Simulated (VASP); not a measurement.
These are r2SCAN meta-GGA, VASP's PBE PAW potentials (set 64) (plane waves; VASP) values and carry that method's errors.

Input for VASP

### POSCAR
```
Zn
5.1485750
  0.5000000385   0.0000000000   0.0000000000
  0.0000000000   0.5000000385   0.0000000000
  0.0000000000   0.0000000000   0.5000000385
Zn
1
Cartesian
  0.0000000000   0.0000000000   0.0000000000
```

File KPOINTS:
```
Automatic mesh
0
Gamma
16 16 16
0 0 0
```

### INCAR
```
SYSTEM = Zn
PREC = Accurate; ENCUT = 400; LREAL = .False.
LASPH = .True.
EDIFF = 1E-7; NELM = 100; ALGO = Normal
LMAXMIX = 4; LMIXTAU = .True.
ISMEAR = -5
METAGGA = R2SCAN
ISIF = 2
LWAVE = .False.; LCHARG = .False.; LORBIT = 11
NEDOS = 601
```

### KPOINTS_OPT
```
k-points along high-symmetry lines
10
Line-mode
Reciprocal
  0.000000   0.000000   0.000000 ! GAMMA
  0.000000   0.500000   0.000000 ! X

  0.000000   0.500000   0.000000 ! X
  0.500000   0.500000   0.000000 ! M

  0.500000   0.500000   0.000000 ! M
  0.000000   0.000000   0.000000 ! GAMMA

  0.000000   0.000000   0.000000 ! GAMMA
  0.500000   0.500000   0.500000 ! R

  0.500000   0.500000   0.500000 ! R
  0.000000   0.500000   0.000000 ! X

  0.500000   0.500000   0.500000 ! R
  0.500000   0.500000   0.000000 ! M
```

POTCAR, in this order: Zn (PBE.64 set). Program: vasp_std.

What will the output report for the number of irreducible k-points (NKPTS), number of bands (NBANDS), largest plane-wave count, number of space-group operations, FFT grid (NGX, NGY, NGZ)?

```yaml
number of irreducible k-points (NKPTS): 165
number of bands (NBANDS): 10
largest_plane_wave_count: 320
number_of_space_group_operations: 48
FFT grid (NGX, NGY, NGZ): 18 × 18 × 18
```

The structure was generated: Zn was put into the simple-cubic type (Pm-3m), which need not be its known phase. It was relaxed first.
